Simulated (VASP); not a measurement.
Method: MS2 meta-GGA, VASP's PBE PAW potentials (set 64) (plane waves; VASP).

The input files of a VASP run:

### POSCAR
```
P
1
    1.6475000770    -5.4501902660    -0.0000000000
    1.6475000770     5.4501902660     0.0000000000
    0.0000000000     0.0000000000     4.4663331894
P
4
Direct
  0.0959176220   0.9040823780   0.9139457828
  0.4040823780   0.5959176220   0.4139457828
  0.5959176220   0.4040823780   0.5860542172
  0.9040823780   0.0959176220   0.0860542172
```

### KPOINTS
```
Automatic mesh
0
Gamma
8 8 6
0 0 0
```

File KPOINTS_OPT:
```
k-points along high-symmetry lines
5
Line-mode
Reciprocal
  0.000000   0.000000   0.000000 ! GAMMA
 -0.500000   0.500000   0.000000 ! Y

 -0.500000   0.500000   0.000000 ! Y
 -0.274939   0.725061   0.000000 ! C_0

  0.274939   0.274939   0.000000 ! SIGMA_0
  0.000000   0.000000   0.000000 ! GAMMA

  0.000000   0.000000   0.000000 ! GAMMA
  0.000000   0.000000   0.500000 ! Z

  0.000000   0.000000   0.500000 ! Z
  0.274939   0.274939   0.500000 ! A_0

 -0.274939   0.725061   0.500000 ! E_0
 -0.500000   0.500000   0.500000 ! T

 -0.500000   0.500000   0.500000 ! T
 -0.500000   0.500000   0.000000 ! Y

  0.000000   0.000000   0.000000 ! GAMMA
  0.000000   0.500000   0.000000 ! S

  0.000000   0.500000   0.000000 ! S
  0.000000   0.500000   0.500000 ! R

  0.000000   0.500000   0.500000 ! R
  0.000000   0.000000   0.500000 ! Z

  0.000000   0.000000   0.500000 ! Z
 -0.500000   0.500000   0.500000 ! T
```

INCAR:
```
SYSTEM = P
PREC = Accurate
ENCUT = 520
EDIFF = 1E-7
NELM = 100
ALGO = Normal
LREAL = .FALSE.
LASPH = .TRUE.
ISMEAR = -5
METAGGA = MS2
LMIXTAU = .TRUE.
LWAVE = .FALSE.
LCHARG = .FALSE.
LORBIT = 11
NEDOS = 601
ISIF = 2
LEFG = .TRUE.
```

POTCAR, in this order: P (PBE.64 set). Program: vasp_std.

The resulting files:

### OSZICAR
```
       N       E                     dE             d eps       ncg     rms          rms(c)
DAV:   1     0.253233552650E+02    0.25323E+02   -0.79204E+03  2352   0.114E+03
DAV:   2    -0.531405185267E+02   -0.78464E+02   -0.76565E+02  3030   0.173E+02
DAV:   3    -0.570467003955E+02   -0.39062E+01   -0.38892E+01  3240   0.405E+01
DAV:   4    -0.570907695538E+02   -0.44069E-01   -0.44019E-01  2846   0.498E+00
DAV:   5    -0.570916654160E+02   -0.89586E-03   -0.89560E-03  3202   0.647E-01    0.142E+01
DAV:   6    -0.401903757695E+02    0.16901E+02   -0.11924E+01  2364   0.312E+01    0.703E+00
DAV:   7    -0.391493201754E+02    0.10411E+01   -0.29319E+00  2352   0.185E+01    0.396E+00
DAV:   8    -0.392001685700E+02   -0.50848E-01   -0.27056E-01  2784   0.540E+00    0.158E+00
DAV:   9    -0.392257294305E+02   -0.25561E-01   -0.16263E-01  2484   0.501E+00    0.306E-01
DAV:  10    -0.392362772438E+02   -0.10548E-01   -0.15317E-01  2364   0.484E+00    0.299E-01
DAV:  11    -0.392550065311E+02   -0.18729E-01   -0.28290E-02  2592   0.228E+00    0.114E-01
DAV:  12    -0.392554342447E+02   -0.42771E-03   -0.37315E-03  2706   0.789E-01    0.352E-02
DAV:  13    -0.392557589352E+02   -0.32469E-03   -0.86932E-04  2682   0.404E-01    0.288E-02
DAV:  14    -0.392557966392E+02   -0.37704E-04   -0.31149E-04  2634   0.184E-01    0.201E-02
DAV:  15    -0.392557857372E+02    0.10902E-04   -0.11713E-05  3174   0.363E-02    0.168E-02
DAV:  16    -0.392557922203E+02   -0.64831E-05   -0.10219E-05  2556   0.424E-02    0.113E-02
DAV:  17    -0.392557913573E+02    0.86301E-06   -0.60319E-06  2754   0.328E-02    0.347E-03
DAV:  18    -0.392557912894E+02    0.67903E-07   -0.45464E-07  2886   0.837E-03
   1 F= -.39255791E+02 E0= -.39255791E+02  d E =0.000000E+00
       N       E                     dE             ncg
```

### OUTCAR
```
------------------------ aborting loop because EDIFF is reached ----------------------------------------
  FORCE on cell =-STRESS in cart. coord.  units (eV):
  Direction    XX          YY          ZZ          XY          YZ          ZX
  --------------------------------------------------------------------------------------
  Total       -0.0824888      0.0375423      0.0249899      0.0000000      0.0000000      0.0000000
  in kB       -1.6477347      0.7499174      0.4991801      0.0000000      0.0000000      0.0000000
  external PRESSURE =      -0.1328791 kB  Pullay stress =       0.0000000 kB
  volume of cell :       80.21
      direct lattice vectors                 reciprocal lattice vectors
     1.647500077 -5.450190266  0.000000000     0.303490122 -0.091739917  0.000000000
     1.647500077  5.450190266  0.000000000     0.303490122  0.091739917  0.000000000
     0.000000000  0.000000000  4.466333189     0.000000000  0.000000000  0.223897313
 POSITION                                       TOTAL-FORCE (eV/Angst)
 -----------------------------------------------------------------------------------
      1.64750      4.40465      4.08199         0.000000      0.002700      0.003988
      1.64750      1.04554      1.84882         0.000000     -0.002700      0.003988
      1.64750     -1.04554      2.61751         0.000000      0.002700     -0.003988
      1.64750     -4.40465      0.38435         0.000000     -0.002700     -0.003988
 -----------------------------------------------------------------------------------
    total drift:                                0.000000      0.000000     -0.000000
  FREE ENERGIE OF THE ION-ELECTRON SYSTEM (eV)
  ---------------------------------------------------
  free  energy   TOTEN  =       -39.2557912894 eV

  energy  without entropy=      -39.2557912894  energy(sigma->0) =      -39.25579129

 total charge

# of ion       s       p       d       tot
------------------------------------------
    1        1.062   1.410   0.000   2.472
    2        1.062   1.410   0.000   2.472
    3        1.062   1.410   0.000   2.472
    4        1.062   1.410   0.000   2.472
--------------------------------------------------
tot          4.250   5.639   0.000   9.889

 Electric field gradients after diagonalization (V/A^2)
 (convention: |V_zz| > |V_xx| > |V_yy|)
----------------------------------------------------------------------
 ion       V_xx      V_yy      V_zz     asymmetry (V_yy - V_xx)/ V_zz
----------------------------------------------------------------------
   1      46.698    40.287   -86.985       0.074
   2      46.698    40.287   -86.985       0.074
   3      46.698    40.287   -86.985       0.074
   4      46.698    40.287   -86.985       0.074
```
(Selected blocks of OUTCAR.)

The compound is P in the black structure. It was relaxed first, which changed the volume by +6 %.
